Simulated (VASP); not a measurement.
## CdP2C: single point with r2SCAN

Crystal: CdP2C.

```
CELL_PARAMETERS angstrom
3.30484 0.00000 0.00000
0.00000 3.30484 0.00000
0.00000 0.00000 5.97184
ATOMIC_POSITIONS crystal
Cd 0.00000 0.00000 0.00000
P 0.00000 0.50000 0.32654
P 0.50000 0.00000 0.67346
C 0.50000 0.50000 0.50000
```

The cell was built by a generator and needn't be a form met in nature.

```yaml
Program: VASP 6.6.1
Task: single point
Functional: r2SCAN
Potentials_or_basis: VASP PAW PBE potentials, release 64 (Cd, P, C)
Cutoff: 520 eV
k_mesh: 6 × 6 × 4
Occupations: fermi-dirac, width 0.02 eV
Spin: no spin polarisation
```

- Pressure: 0.2 GPa
- Largest force: 0.226 eV/Å
- Band gap on the k mesh: none (metal or under the smearing width)

Forces in eV/Å, atoms in the order of the input:
```
Cd   0.000  0.000  0.000
P    0.000  0.000  0.226
P    0.000  0.000 -0.226
C    0.000  0.000  0.000
```

Stress tensor (GPa, compression positive):
```
 0.30  0.00  0.00
 0.00  0.30  0.00
 0.00  0.00 -0.10
```

Levels at points of the mesh, in eV from the Fermi level:
```tsv
k point	band 9	band 10	band 11	band 12	band 13	band 14	band 15	band 16	band 17	band 18
(0.00, 0.00, 0.00)	-6.21	-6.21	-2.56	-1.58	-0.32	0.65	0.65	2.35	3.75	3.75
(0.50, 0.00, 0.00)	-6.69	-5.46	-5.19	-5.14	0.20	0.33	2.30	2.98	4.31	5.58
(0.50, 0.50, 0.00)	-7.01	-5.63	-4.47	-4.47	-3.30	1.03	1.03	1.12	1.26	6.02
(0.00, 0.00, 0.50)	-6.10	-6.10	-5.72	-0.68	-0.40	-0.01	-0.01	3.68	5.09	5.09
(0.50, 0.00, 0.50)	-7.35	-5.47	-3.50	-3.17	-0.94	0.31	1.07	1.43	4.30	4.58
(0.50, 0.50, 0.50)	-6.91	-5.70	-5.03	-5.03	-3.93	2.21	3.47	3.47	3.87	4.45
```

Wall time 88 s on 1 thread of Intel(R) Xeon(R) 6975P-C (Granite Rapids), with other jobs on the host, peak memory 0.22 GiB.

Caveat: the PAW data sets were made with another functional, which shifts forces and pressure a little.
